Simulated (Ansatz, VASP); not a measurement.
# Ga3Co (Ga3Co (P4_2/mnm)) in two plane-wave programs

One calculation is typed for both programs; each brings its own data sets. How far apart do they land? The cell is taken from a series of runs on this material, whose earlier steps may have relaxed, scaled, displaced or heated it; both programs get it as it stands.

Method: plane waves, with VASP 6.6.1 beside it; relaxation of cell and atoms at r2SCAN, in Ansatz 0.2.0.

### 1. The structure

It takes space group P4_2/mnm (No. 136, tetragonal). Conventional cell: a = 6.181 Å, b = 6.181 Å, c = 6.394 Å, α = 90.00°, β = 90.00°, γ = 90.00°. Nearest to Ga lie 2 Co at 2.33 Å. Ga has 3 Co at 2.35 to 2.46 Å nearest. Nearest to Co lie 8 Ga at 2.33 to 2.46 Å. Farther neighbours are not listed.

### 2. Ansatz: relaxation of cell and atoms, r2SCAN

Ansatz runs on its PAW soft_1 files.

The relaxed volume is the usual yardstick between codes: in a stiff, nearly cubic crystal its relative difference is about their pressure difference at one cell divided by the bulk modulus.

input.yaml

```yaml
crystal:
  lattice:
    - [6.1807293, 0.0, 0.0]
    - [0.0, 6.1807293, 0.0]
    - [0.0, 0.0, 6.3940229]
  atoms:
    - { symbol: Ga, position: [0.5, 0.0, 0.0] }
    - { symbol: Ga, position: [0.5, 0.0, 0.5] }
    - { symbol: Ga, position: [0.0, 0.5, 0.0] }
    - { symbol: Ga, position: [0.0, 0.5, 0.5] }
    - { symbol: Ga, position: [0.65173663, 0.34826337, 0.74298508] }
    - { symbol: Ga, position: [0.84826337, 0.84826337, 0.75701492] }
    - { symbol: Ga, position: [0.15173663, 0.15173663, 0.75701492] }
    - { symbol: Ga, position: [0.34826337, 0.65173663, 0.74298508] }
    - { symbol: Ga, position: [0.34826337, 0.65173663, 0.25701492] }
    - { symbol: Ga, position: [0.65173663, 0.34826337, 0.25701492] }
    - { symbol: Ga, position: [0.84826337, 0.84826337, 0.24298508] }
    - { symbol: Ga, position: [0.15173663, 0.15173663, 0.24298508] }
    - { symbol: Co, position: [0.84409123, 0.15590877, 0.0] }
    - { symbol: Co, position: [0.65590877, 0.65590877, 0.5] }
    - { symbol: Co, position: [0.34409123, 0.34409123, 0.5] }
    - { symbol: Co, position: [0.15590877, 0.84409123, 0.0] }
basis:
  ecutwfc: 500
  xc_grid: 2
hamiltonian:
  xc: r2scan
  pseudopotentials: { kind: paw, azcp: { folder: soft_1 } }
kpoints:
  mp_grid: { grid: [6, 6, 6] }
scf:
  occupations: { method: fermi_dirac, width: 0.05 }
  max_iter: 150
output:
  forces: true
  stress: true
relax:
  f_tol: 0.01
  max_steps: 60
  cell: {}
checkpoint:
  write: "../r2scan.run"
  compress: false
  write_wavefunctions: false
  write_every: 100000
```

Started as:

```console
$ ansatz run input.yaml --threads 4 --pin off --max-ram 6594MiB --backend cpu --events-out ev --progress --plain --runs-dir out
```

Numbers of over 12 decimals in the logs are rounded to 6 here.

What it wrote:

```text
Engine: ansatz 0.2.0, x86_64-unknown-linux-gnu
Pseudopotentials: kind: paw
Pseudopotential: Ga, paw, valence charge 13, recommended cutoff 500 eV (meta_gga), soft_1/Ga.paw.azcp
Pseudopotential: Co, paw, valence charge 17, recommended cutoff 500 eV (meta_gga), soft_1/Co.paw.azcp
Functional definition: r2SCAN
  parameter k0 = 0.174
  parameter k1 = 0.065
  parameter a1 = 4.9479
  exchange = r2scan_x(k0 = k0, k1 = k1, a1 = a1)
  correlation = r2scan_c
Crystal: 16 atoms, lattice volume = 244.261 Å³
Basis set: ecut = 500 eV, 6199 PW (Γ), exchange–correlation on 96×96×96 points (8 copies of the dense FFT grid, shifted against one another)
Bands: 135, of which v1, the nominal top of the filled ones, is band 112 counted from 1 (111 counted from 0)
Symmetry: 16 space group operations
Space group: P42/mnm (ITA 136), of the structure as read, at distance tolerance 6.3e-5 Å
k-points: 40 of 216
Non-local potential: Ga, projectors of the file, l = 0: 2, l = 1: 2, l = 2: 3, l = 3: 1
Non-local potential: Co, projectors of the file, l = 0: 3, l = 1: 2, l = 2: 3, l = 3: 1
PAW form: soft (Blöchl's): semilocal exchange-correlation on the pseudo side does not see the compensation charge
PAW frozen core: Ga, regenerated for the run's functional (the file was generated under x = pbe(κ = 0.804, μ = 0.219515), c = pbe(β = 0.066725))
PAW frozen core: Co, regenerated for the run's functional (the file was generated under x = pbe(κ = 0.804, μ = 0.219515), c = pbe(β = 0.066725))
PAW one-centre angular grid: Ga, 590 points (default); XC on 160 Gauss nodes
PAW one-centre angular grid: Co, 590 points (default); XC on 160 Gauss nodes
Initial density: superposition of atomic densities (chi_scale 0.1, normalization cell, long waves kept (reshape's long-wave potential 0.00 eV rms))
Initial wavefunctions: pseudopotential atomic-orbital guess
Functional: x = r2scan, c = r2scan; τ floored in thin density (d = 2e-4 eV/Å³)
SCF iter   1: F=—  HF=-66021.565796 eV  |F-HF|=—  |Δ(HF+E_count)|=         —  Δρ=1.79e-1  dr2=8.79e1  dr2_τ=9.77e-1  ethr=3.10e-3  ⟨swp⟩=5.9  Hψ=19108  notcnv=0  defer=42
preconditioner: auto → Kerker (q_TF=auto, 2.689 Å⁻¹)  [metal: Δε(μ)=0.044 eV  Ē_g=14.402 eV  σ=0.050 eV  W_gap=0.22  n_scr=80 (ndim 8)  ℏωp=32.9 eV  f_vac=0.000  D(μ)=3.09/eV (n_scr^D=18)]
SCF iter   2: F=—  HF=-66022.585408 eV  |F-HF|=—  |Δ(HF+E_count)|=    1.02e0  Δρ=2.41e-1  dr2=9.07e1  dr2_τ=1.01e0  ethr=3.10e-3  ⟨swp⟩=4.2  Hψ=12665  notcnv=0  defer=489
SCF iter   3: F=—  HF=-66013.809920 eV  |F-HF|=—  |Δ(HF+E_count)|=    8.78e0  Δρ=3.83e-2  dr2=5.30e0  dr2_τ=1.10e-1  ethr=3.10e-3  ⟨swp⟩=3.0  Hψ=11660  notcnv=0  defer=421
SCF iter   4: F=—  HF=-66012.768876 eV  |F-HF|=—  |Δ(HF+E_count)|=    1.04e0  Δρ=6.69e-2  dr2=6.70e0  dr2_τ=1.17e-1  ethr=2.37e-3  ⟨swp⟩=2.1  Hψ=6888  notcnv=0  defer=467
SCF iter   5: F=—  HF=-66012.614249 eV  |F-HF|=—  |Δ(HF+E_count)|=   1.55e-1  Δρ=2.79e-2  dr2=1.26e0  dr2_τ=1.01e-2  ethr=2.37e-3  ⟨swp⟩=3.0  Hψ=6403  notcnv=0  defer=467
SCF iter   6: F=—  HF=-66012.559569 eV  |F-HF|=—  |Δ(HF+E_count)|=   5.47e-2  Δρ=1.98e-2  dr2=8.80e-1  dr2_τ=6.91e-3  ethr=5.62e-4  ⟨swp⟩=4.0  Hψ=10019  notcnv=0  defer=468
SCF iter   7: F=—  HF=-66012.512533 eV  |F-HF|=—  |Δ(HF+E_count)|=   4.70e-2  Δρ=1.15e-2  dr2=2.86e-1  dr2_τ=1.54e-3  ethr=3.93e-4  ⟨swp⟩=2.0  Hψ=6610  notcnv=0  defer=468
SCF iter   8: F=—  HF=-66012.499252 eV  |F-HF|=—  |Δ(HF+E_count)|=   1.33e-2  Δρ=2.36e-3  dr2=1.87e-2  dr2_τ=1.65e-4  ethr=1.28e-4  ⟨swp⟩=2.0  Hψ=5799  notcnv=0  defer=468
SCF iter   9: F=—  HF=-66012.498134 eV  |F-HF|=—  |Δ(HF+E_count)|=   1.12e-3  Δρ=9.50e-4  dr2=2.32e-3  dr2_τ=1.50e-5  ethr=8.37e-6  ⟨swp⟩=1.7  Hψ=5247  notcnv=0  defer=468
SCF iter  10: F=—  HF=-66012.498003 eV  |F-HF|=—  |Δ(HF+E_count)|=   1.31e-4  Δρ=2.92e-4  dr2=1.78e-4  dr2_τ=8.61e-7  ethr=1.04e-6  ⟨swp⟩=2.6  Hψ=8766  notcnv=0  defer=468
SCF iter  11: F=—  HF=-66012.497969 eV  |F-HF|=—  |Δ(HF+E_count)|=   3.46e-5  Δρ=8.42e-5  dr2=2.14e-5  dr2_τ=1.19e-7  ethr=7.95e-8  ⟨swp⟩=2.0  Hψ=8454  notcnv=0  defer=468
SCF iter  12: F=—  HF=-66012.497978 eV  |F-HF|=—  |Δ(HF+E_count)|=   9.82e-6  Δρ=5.35e-5  dr2=6.50e-6  dr2_τ=3.51e-8  ethr=9.57e-9  ⟨swp⟩=2.0  Hψ=6388  notcnv=0  defer=468
SCF iter  13: F=—  HF=-66012.497979 eV  |F-HF|=—  |Δ(HF+E_count)|=   6.13e-7  Δρ=3.60e-5  dr2=2.57e-6  dr2_τ=1.62e-8  ethr=2.90e-9  ⟨swp⟩=2.0  Hψ=6336  notcnv=0  defer=468
SCF iter  14: F=—  HF=-66012.497979 eV  |F-HF|=—  |Δ(HF+E_count)|=   8.09e-8  Δρ=8.75e-6  dr2=2.76e-7  dr2_τ=1.45e-9  ethr=1.15e-9  ⟨swp⟩=2.0  Hψ=5775  notcnv=0  defer=468
SCF iter  15: F=-66012.497979 eV  HF=-66012.497979 eV  |F-HF|=3.11e-8  |Δ(HF+E_count)|=   2.16e-8  Δρ=4.63e-6  dr2=8.09e-8  dr2_τ=3.54e-10  ethr=4.46e-11  ⟨swp⟩=4.0  Hψ=18806  notcnv=0
SCF 1 converged in 15 iterations: F = -66012.497979 eV  dr2 = 8.09e-8
[...]
SCF 2 converged in 8 iterations: F = -66012.498314 eV  dr2 = 5.99e-9
  greatest PAW one-centre occupation: 1.001 electrons in one spin orbital (limit 2), on the Co atom at site 14 (counted from 0), in its partial waves of l = 1
relax step   2: F+E_penalty+E_count = -66012.49831396 eV  Δ(F+E_penalty+E_count) = -3.351e-4 eV  max|allowed force component| = 1.033e-2 eV/Å  Δτ_max = 0.0026 Å  P = +0.015 GPa  Ω = 244.422 Å³  energy of the carried Pulay correction = -8.570e-5 eV  (8 SCF iters, dr2 threshold 5.62e-8 eV, accepted)
[...]
relax step   3: F+E_penalty+E_count = -66012.49842160 eV  Δ(F+E_penalty+E_count) = -1.076e-4 eV  max|allowed force component| = 9.463e-4 eV/Å  Δτ_max = 0.0037 Å  P = +0.006 GPa  Ω = 244.499 Å³  energy of the carried Pulay correction = -1.267e-4 eV  (10 SCF iters, dr2 threshold 6.67e-9 eV, accepted)
[...]
relax step   4: F+E_penalty+E_count = -66012.49855842 eV  Δ(F+E_penalty+E_count) = -1.368e-4 eV  max|allowed force component| = 9.411e-4 eV/Å  Δτ_max = 0.0000 Å  P = +0.007 GPa  Ω = 244.499 Å³  stress off target by 1.07e-2 GPa  SCF on the basis re-selected at this cell (its energy is not comparable with the rows above)  (6 SCF iters)
basis re-selected at this cell: Δ(F+E_penalty+E_count) = -1.368e-4 eV, ΔP = +0.001 GPa vs the last step (what re-selecting the basis moved, of the pressure what is left beyond the Pulay correction that the steps carried, after the strain that the cell walked since its last selection, with what the two solves' SCF thresholds leave and, on support functions, any second-order correction that the steps lacked; it is no m [...]
SCF converged after 6 iterations
Free energy (F): -66012.498558 eV
Harris-Foulkes:  -66012.498558 eV  (|F-HF|=2.91e-11)
Internal energy: -66012.472827 eV  (E = F + TS)
E sigma→0 (E₀):  -66012.485693 eV
Entropy (-TS):   -0.025732 eV (-1.608 meV/atom)
Fermi energy:    12.628430 eV
--- Per-component energies (eV) ---
  E_band       = -1578.695386
  E_kinetic    = 2523.710272
  E_local      = -29324.805555  (includes V_loc(G=0)·N_el)
  E_nonlocal   = 656.197881
  E_hartree    = 16546.639524
  E_xc         = -1041.594680
  E_vxc        = -1217.812882  (∫ρ·V_xc dr)
  E_paw        = -30409.334979  (= ΣΔE_a)
  E_vpaw       = -7386.396815  (= ΣTr[D̂ρ^β])
  E_aug_tail   = 0.000093  (compensation charges beyond the density's cutoff)
  E_vtau       = 77.131709  (kinetic-family band-sum trace: ∫τ·v_τ [+ j·A + Jᵃ·Aᵃ] dr)
  E_ewald      = -24954.267779
  E_core_change = -9.017605  (= ΣΔE_core)
  E_smearing   = -0.025732  (= −TS)
  E_closure    = -0.000000  (closes the sum)
  Σ components = -66012.498558   (vs F -66012.498558, Δ=0.00e0)
--- Forces (eV/Å), atoms counted from 1 ---
  atom   1  Ga    -0.00000000    -0.00000000     0.00000000
  atom   2  Ga     0.00000000    -0.00000000     0.00000000
  atom   3  Ga    -0.00000000    -0.00000000     0.00000000
  atom   4  Ga    -0.00000000    -0.00000000     0.00000000
  atom   5  Ga    -0.00007948     0.00007948     0.00094108
  atom   6  Ga     0.00007948     0.00007948    -0.00094108
  atom   7  Ga    -0.00007948    -0.00007948    -0.00094108
  atom   8  Ga     0.00007948    -0.00007948     0.00094108
  atom   9  Ga     0.00007948    -0.00007948    -0.00094108
  atom  10  Ga    -0.00007948     0.00007948    -0.00094108
  atom  11  Ga     0.00007948     0.00007948     0.00094108
  atom  12  Ga    -0.00007948    -0.00007948     0.00094108
  atom  13  Co    -0.00010741     0.00010741    -0.00000000
  atom  14  Co     0.00010741     0.00010741     0.00000000
  atom  15  Co    -0.00010741    -0.00010741    -0.00000000
  atom  16  Co     0.00010741    -0.00010741     0.00000000
  max |Σ_I F_I| component: 7.59e-18 eV/Å
--- Stress (GPa, compression-positive) ---
        0.004850      -0.000000      -0.000000
       -0.000000       0.004850      -0.000000
       -0.000000      -0.000000       0.010685
  P = ⅓ Tr σ = 0.0068 GPa (0.068 kbar)
--- Relaxed structure (3 steps of the walk, 3 accepted, 1 SCFs on fresh bases) ---
  F+E_penalty+E_count = -66012.49855842 eV   max|allowed force component| = 9.411e-4 eV/Å   (the final SCF, on the basis selected at the relaxed cell)
  cell:  # Å, volume = 244.4988 Å³
    - [6.178782, 0, 0]
    - [0, 6.178782, 0]
    - [0, 0, 6.404292]
  atoms:
    - { symbol: Ga, position: [0.5, 0, 0] }
    - { symbol: Ga, position: [0.5, 0, 0.500000] }
    - { symbol: Ga, position: [0, 0.5, 0] }
    - { symbol: Ga, position: [0, 0.5, 0.500000] }
    - { symbol: Ga, position: [0.652066, 0.347934, 0.742119] }
    - { symbol: Ga, position: [0.847934, 0.847934, 0.757881] }
    - { symbol: Ga, position: [0.152066, 0.152066, 0.757881] }
    - { symbol: Ga, position: [0.347934, 0.652066, 0.742119] }
    - { symbol: Ga, position: [0.347934, 0.652066, 0.257881] }
    - { symbol: Ga, position: [0.652066, 0.347934, 0.257881] }
    - { symbol: Ga, position: [0.847934, 0.847934, 0.242119] }
    - { symbol: Ga, position: [0.152066, 0.152066, 0.242119] }
    - { symbol: Co, position: [0.843981, 0.156019, 0] }
    - { symbol: Co, position: [0.656019, 0.656019, 0.500000] }
    - { symbol: Co, position: [0.343981, 0.343981, 0.500000] }
    - { symbol: Co, position: [0.156019, 0.843981, 0] }
```

Reading the cycles: dr2 is the Hartree energy of the density residual (eV), the measure of convergence; HF is the Harris–Foulkes estimate of the energy, which meets the free energy F at convergence.

(Part 1 of 2 ends here.)

[Lines on the potential files, build, host, timing and source positions are cut from VASP's logs without a mark.]

[Logs are printed without paths, hosts, clocks, repeated set-up lines and the standing remarks that a program may print on its own settings, such as how far it seeks lower states.]

[Hosts, paths, dates, database ids (printed as entryN), source tags and the programs' standing remarks are cut or masked in the printed files.]
